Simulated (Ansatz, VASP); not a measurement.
# Cross-check of Ti2CO2 (Ti2CO2 MXene bilayer, AB) between VASP and Ansatz, part 2 of 2

Wanted: the spread between two codes on one cell, functional and k mesh. The cell is taken from a series of runs on this material, whose earlier steps may have relaxed, scaled, displaced or heated it; both programs get it as it stands.

VASP 6.6.1 and Ansatz 0.2.0.

So far: Set-up; VASP: single point, PBE with D4.

## Step 3: Ansatz: single point, PBE with D4

Level of this step: Ansatz beside VASP: Kohn-Sham DFT, plane waves, PBE with D4 (Ansatz).

Ansatz runs on its default PAW (the set named soft_2) files.

The same cell, functional, mesh and smearing now go to Ansatz, which takes its cutoff from its data sets.

input.yaml

```yaml
crystal:
  lattice:
    - [3.0142208235, 0.0, 0.0]
    - [-1.5071104118, 2.6103918058, 0.0]
    - [0.0, 0.0, 29.8767347251]
  atoms:
    - { symbol: O, position: [0.3333333333, 0.6666666667, 0.3012377384] }
    - { symbol: Ti, position: [0.6666666667, 0.3333333333, 0.3315942075] }
    - { symbol: C, position: [0.0, 0.0, 0.3751750484] }
    - { symbol: Ti, position: [0.3333333333, 0.6666666667, 0.4187455045] }
    - { symbol: O, position: [0.6666666667, 0.3333333333, 0.449042755] }
    - { symbol: O, position: [0.6666666667, 0.3333333333, 0.550957245] }
    - { symbol: Ti, position: [0.0, 0.0, 0.5812544955] }
    - { symbol: C, position: [0.3333333333, 0.6666666667, 0.6248249516] }
    - { symbol: Ti, position: [0.6666666667, 0.3333333333, 0.6684057925] }
    - { symbol: O, position: [0.0, 0.0, 0.6987622616] }
kpoints:
  mp_grid: { grid: [18, 18, 1] }
  band_path:
    path: [[0, 0, 0], [0.5, 0, 0], [0.33333333, 0.33333333, 0], [0, 0, 0]]
    npoints: 16
hamiltonian:
  xc: pbe
  dispersion: d4
scf:
  occupations: { method: fermi_dirac, width: 0.05 }
  convergence: { dr2_threshold: 1.0e-10 }
efield:
  axis: 3
  dipole_correction: true
  ramp_position: 0.97
  ramp_width: 0.06
  amplitude: 0
output:
  dos: { projected: true, e_range: [-6, 5] }
  bader: true
  write_potential: true
  write_density: true
  volumetric_format: npy
  elf: true
```

Started as:

```bash
> ansatz run input.yaml --threads 8 --pin off --max-ram 12288MiB --backend cpu --events-out ev --progress --plain --runs-dir out
```

Numbers of over 12 decimals in the logs are rounded to 6 here.

Log:

```text
Engine: ansatz 0.2.0, aarch64-unknown-linux-gnu
Pseudopotentials: kind: paw
Pseudopotential: O, paw, valence charge 6, recommended cutoff 420 eV (normal), O.paw.azcp
Pseudopotential: Ti, paw, valence charge 12, recommended cutoff 420 eV (normal), Ti.paw.azcp
Pseudopotential: C, paw, valence charge 4, recommended cutoff 420 eV (normal), C.paw.azcp
Functional definition: PBE
  parameter kappa = 0.804
  parameter beta = 0.066725
  exchange = pbe_x(kappa = kappa, mu = beta*pi^2/3)
  correlation = pbe_c(beta = beta)
Crystal: 10 atoms, lattice volume = 235.079 Å³
Basis set: ecut = 420 eV, 4467 PW (Γ)
Bands: 50, of which v1, the nominal top of the filled ones, is band 40 counted from 1 (39 counted from 0)
Symmetry: 6 space group operations
k-points: 37 of 324 (time reversal used)
Non-local potential: O, projectors of the file, l = 0: 2, l = 1: 2, l = 2: 1
Non-local potential: Ti, projectors of the file, l = 0: 3, l = 1: 2, l = 2: 3, l = 3: 1
Non-local potential: C, projectors of the file, l = 0: 2, l = 1: 2, l = 2: 1
PAW form: soft (Blöchl's): semilocal exchange-correlation on the pseudo side does not see the compensation charge
PAW one-centre angular grid: O, 110 points (default); XC on 64 Gauss nodes
PAW one-centre angular grid: Ti, 590 points (default); XC on 64 Gauss nodes
PAW one-centre angular grid: C, 110 points (default); XC on 64 Gauss nodes
Initial density: superposition of atomic densities (neutral atoms: chi_scale 0, normalization atom), corrected by the library's trained network
Initial wavefunctions: pseudopotential atomic-orbital guess
Functional: x = pbe(κ = 0.804, μ = 0.219515), c = pbe(β = 0.066725)
SCF iter   1: F=—  HF=-12782.716206 eV  |F-HF|=—  |Δ(HF+E_count)|=         —  Δρ=4.32e-3  dr2=6.75e-2  ethr=1.77e-3  p=0.000 e·Å  D=4.33e-15 V/Å  ΔV_dip=-0.00 eV  dr2_dipole=1.05e-7  V_vac-E_F(+/−)=5.19/5.19 eV  ⟨swp⟩=6.3  Hψ=8015  notcnv=0
efield: sawtooth ramp at fractional position 0.9700 (set: `efield.ramp_position`, or a place that a band, a saddle search or an elastic batch's reference lends), width 0.0600; the density the first Hamiltonian is built on has a dipole p = 0.000 e·Å; the dipole correction subtracts the counter field D = 4.33e-15 V/Å, which shifts the + side's vacuum level by -0.00 eV against the − side's; the planar-averaged density in the ramp window peaks in size at 3.5e-6 e/Å³
preconditioner: auto → LDOS  [insulator: Δε(μ)=0.326 eV  Ē_g=8.743 eV  σ=0.050 eV  W_gap=0.91  n_scr=20 (ndim 8)  ℏωp=16.8 eV  f_vac=0.541  D(μ)=0.07/eV (n_scr^D=2)  ε∞_Penn≈4.7  β→1.0]
SCF iter   2: F=—  HF=-12782.737475 eV  |F-HF|=—  |Δ(HF+E_count)|=   2.13e-2  Δρ=7.21e-3  dr2=2.17e-1  ethr=8.43e-5  p=-0.000 e·Å  D=-5.30e-5 V/Å  ΔV_dip=0.00 eV  dr2_dipole=3.73e-7  V_vac-E_F(+/−)=5.96/5.96 eV  ⟨swp⟩=3.9  Hψ=4535  notcnv=0  defer=114
SCF iter   3: F=—  HF=-12782.719302 eV  |F-HF|=—  |Δ(HF+E_count)|=   1.82e-2  Δρ=5.38e-3  dr2=1.24e-1  ethr=8.43e-5  p=0.000 e·Å  D=3.26e-5 V/Å  ΔV_dip=-0.00 eV  dr2_dipole=2.22e-7  V_vac-E_F(+/−)=5.62/5.62 eV  ⟨swp⟩=3.3  Hψ=3868  notcnv=0  defer=112
SCF iter   4: F=—  HF=-12782.705043 eV  |F-HF|=—  |Δ(HF+E_count)|=   1.43e-2  Δρ=2.01e-3  dr2=1.31e-2  ethr=8.43e-5  p=0.000 e·Å  D=2.19e-6 V/Å  ΔV_dip=-0.00 eV  dr2_dipole=4.33e-9  V_vac-E_F(+/−)=5.65/5.65 eV  ⟨swp⟩=2.3  Hψ=2605  notcnv=0  defer=112
SCF iter   5: F=—  HF=-12782.702908 eV  |F-HF|=—  |Δ(HF+E_count)|=   2.14e-3  Δρ=2.37e-4  dr2=8.35e-4  ethr=1.64e-5  p=-0.000 e·Å  D=-5.14e-7 V/Å  ΔV_dip=0.00 eV  dr2_dipole=7.07e-10  V_vac-E_F(+/−)=5.66/5.66 eV  ⟨swp⟩=2.0  Hψ=2461  notcnv=0  defer=112
SCF iter   6: F=—  HF=-12782.702838 eV  |F-HF|=—  |Δ(HF+E_count)|=   6.98e-5  Δρ=1.01e-4  dr2=3.21e-5  ethr=1.04e-6  p=-0.000 e·Å  D=-4.52e-6 V/Å  ΔV_dip=0.00 eV  dr2_dipole=7.56e-10  V_vac-E_F(+/−)=5.68/5.68 eV  ⟨swp⟩=2.2  Hψ=2509  notcnv=0  defer=112
SCF iter   7: F=—  HF=-12782.702837 eV  |F-HF|=—  |Δ(HF+E_count)|=   1.31e-6  Δρ=4.13e-5  dr2=8.40e-6  ethr=4.02e-8  p=-0.000 e·Å  D=-3.02e-6 V/Å  ΔV_dip=0.00 eV  dr2_dipole=2.12e-10  V_vac-E_F(+/−)=5.68/5.68 eV  ⟨swp⟩=2.9  Hψ=3104  notcnv=0  defer=112
SCF iter   8: F=—  HF=-12782.702839 eV  |F-HF|=—  |Δ(HF+E_count)|=   1.92e-6  Δρ=1.75e-5  dr2=4.23e-7  ethr=1.05e-8  p=-0.000 e·Å  D=-3.31e-6 V/Å  ΔV_dip=0.00 eV  dr2_dipole=3.39e-10  V_vac-E_F(+/−)=5.68/5.68 eV  ⟨swp⟩=2.4  Hψ=2519  notcnv=0  defer=112
SCF iter   9: F=—  HF=-12782.702771 eV  |F-HF|=—  |Δ(HF+E_count)|=   6.75e-5  Δρ=3.77e-6  dr2=2.30e-8  ethr=5.29e-10  p=-0.000 e·Å  D=-2.65e-6 V/Å  ΔV_dip=0.00 eV  dr2_dipole=2.30e-10  V_vac-E_F(+/−)=5.68/5.68 eV  ⟨swp⟩=3.0  Hψ=3526  notcnv=0  defer=112
SCF iter  10: F=—  HF=-12782.702771 eV  |F-HF|=—  |Δ(HF+E_count)|=   1.23e-8  Δρ=9.93e-7  dr2=2.33e-9  ethr=2.88e-11  p=-0.000 e·Å  D=-1.79e-6 V/Å  ΔV_dip=0.00 eV  dr2_dipole=8.07e-11  V_vac-E_F(+/−)=5.68/5.68 eV  ⟨swp⟩=2.2  Hψ=2864  notcnv=0  defer=112
SCF iter  11: F=—  HF=-12782.702771 eV  |F-HF|=—  |Δ(HF+E_count)|=   1.01e-9  Δρ=7.63e-7  dr2=1.82e-9  ethr=2.91e-12  p=-0.000 e·Å  D=-1.73e-6 V/Å  ΔV_dip=0.00 eV  dr2_dipole=1.12e-10  V_vac-E_F(+/−)=5.68/5.68 eV  ⟨swp⟩=3.0  Hψ=3456  notcnv=0  defer=112
SCF iter  12: F=—  HF=-12782.702771 eV  |F-HF|=—  |Δ(HF+E_count)|=  1.89e-10  Δρ=1.27e-7  dr2=1.33e-10  ethr=2.27e-12  p=-0.000 e·Å  D=-1.34e-6 V/Å  ΔV_dip=0.00 eV  dr2_dipole=5.54e-11  V_vac-E_F(+/−)=5.68/5.68 eV  ⟨swp⟩=2.1  Hψ=2349  notcnv=0  defer=112
SCF iter  13: F=-12782.702771 eV  HF=-12782.702771 eV  |F-HF|=1.24e-10  |Δ(HF+E_count)|=  4.37e-11  Δρ=4.61e-8  dr2=5.79e-11  ethr=1.00e-12  p=-0.000 e·Å  D=-9.39e-7 V/Å  ΔV_dip=0.00 eV  dr2_dipole=2.45e-11  V_vac-E_F(+/−)=5.68/5.68 eV  ⟨swp⟩=8.8  Hψ=5012  notcnv=0
SCF 1 converged in 13 iterations: F = -12782.702771 eV  dr2 = 5.79e-11
  greatest PAW one-centre occupation: 0.999 electrons in one spin orbital (limit 2), on the Ti atom at site 1 (counted from 0), in its partial waves of l = 0
NSCF: frozen V_eff on 49 k-points
efield: sawtooth ramp at fractional position 0.9700 (kept from the solve that this one continues, or follows in the run), width 0.0600; the density the first Hamiltonian is built on has a dipole p = -0.000 e·Å; the dipole correction subtracts the counter field D = -9.39e-7 V/Å, which shifts the + side's vacuum level by +0.00 eV against the − side's; the planar-averaged density in the ramp window peaks in size at 1.2e-6 e/Å³
WARN: The output density's exchange-correlation potential varies sharply where the density is thin. Do not read a vacuum level from v_tot or v_xc, or from such a field of the output density. On a cell that repeats whose density bears no net charge and no dipole along the vacuum's axis use v_es (v_loc + v_h of the components); under efield.dipole_correction with no amplitude use v_es + v_field, which holds any externa [...]
SCF converged after 13 iterations
Free energy (F): -12782.702771 eV
Harris-Foulkes:  -12782.702771 eV  (|F-HF|=1.24e-10)
Internal energy: -12782.701717 eV  (E = F + TS)
E sigma→0 (E₀):  -12782.702244 eV
Entropy (-TS):   -0.001054 eV (-0.105 meV/atom)
Fermi energy:    2.318394 eV
Dipole field:    D = 0.000005 V/Å  (p = 0.000007 e·Å, saw-weighted, corrected)
Work function:   Φ+ = 5.6773 eV   Φ− = 5.6775 eV
Levels:          The Fermi level and band energies are counted from a zero that moves with the ramp; work functions are not
--- Per-component energies (eV) ---
  E_band       = -1430.936286
  E_kinetic    = 1972.296990
  E_local      = -108710.916029  (includes V_loc(G=0)·N_el)
  E_nonlocal   = 261.245788
  E_hartree    = 53432.479280
  E_xc         = -787.631329
  E_vxc        = -992.216795  (∫ρ·V_xc dr)
  E_paw        = -5012.420349  (= ΣΔE_a)
  E_vpaw       = -826.315097  (= ΣTr[D̂ρ^β])
  E_aug_tail   = 0.010473  (compensation charges beyond the density's cutoff)
  E_efield     = 0.000000  (sawtooth field / dipole correction)
  E_vefield    = 0.000000  (∫n·V_field dr)
  E_ewald      = 46064.129264
  E_disp       = -1.895806  (pairwise vdW)
  E_smearing   = -0.001054  (= −TS)
  E_closure    = 0.000000  (closes the sum)
  Σ components = -12782.702771   (vs F -12782.702771, Δ=0.00e0)
--- Band table (eV; the first three rows and the last of 37) ---
  k-point 0: bands = [... 36 lower, 2.1963, 2.1963, 2.2064, 2.2064, 2.8566, 2.8566, 2.8572, 2.8572, ... 6 higher]
  k-point 1: bands = [... 36 lower, 1.7882, 1.7972, 1.9301, 1.9383, 3.0264, 3.0285, 3.1236, 3.1276, ... 6 higher]
  k-point 2: bands = [... 36 lower, 1.1647, 1.3366, 1.5206, 1.5274, 3.0037, 3.0205, 3.4564, 3.4611, ... 6 higher]
  k-point 36: bands = [... 36 lower, -0.7779, -0.6543, -0.6543, -0.5114, 3.3738, 3.3738, 3.7979, 3.7979, ... 6 higher]
--- Bader charges: 10 sites ---
  site symbol  charge [e]  shift [e]
     0      O     -1.1264     0.0018
     1     Ti      1.9816     0.0014
     2      C     -1.7100     0.0008
     3     Ti      1.9804     0.0014
     4      O     -1.1256     0.0018
     5      O     -1.1256     0.0018
     6     Ti      1.9803     0.0014
     7      C     -1.7100     0.0008
     8     Ti      1.9816     0.0014
     9      O     -1.1263     0.0018
  estimated error of the sums over rays = 7.0e-4 e
```

Reading the cycles: dr2 is the Hartree energy of the density residual (eV), the measure of convergence; HF is the Harris–Foulkes estimate of the energy, which meets the free energy F at convergence.

## Step 4: Comparison

Known differences besides the potentials themselves: the cutoff is 420 eV in Ansatz and 520 eV in VASP. Total energies have different zeros and are not compared.

Compared:

| quantity | Ansatz | VASP | difference |
| --- | --- | --- | --- |
| gap on the k mesh (eV) | 0.303 | 0.297 | +0.006 |

A gap on the mesh is an upper bound, since the band edges may lie between its points. With vacuum in the cell, a pressure given here is an average over mostly empty space and none of the material.

## Step 5: What came out

```yaml
difference_in_gap_on_the_k_mesh_single_point_pbe_with_d4: 0.0061 eV
```

In words: The difference in gap on the k mesh is 0.0061 eV (single point, PBE with D4), within the 0.08 eV picked in this series as the mark of a large difference. How closely two codes agree says nothing of how well the functional describes the real material.

[Lines on the potential files, build, host, timing and source positions are cut from VASP's logs without a mark.]

[Logs are printed without paths, hosts, clocks, repeated set-up lines and the standing remarks that a program may print on its own settings, such as how far it seeks lower states.]

[Hosts, paths, dates, database ids (printed as entryN), source tags and the programs' standing remarks are cut or masked in the printed files.]
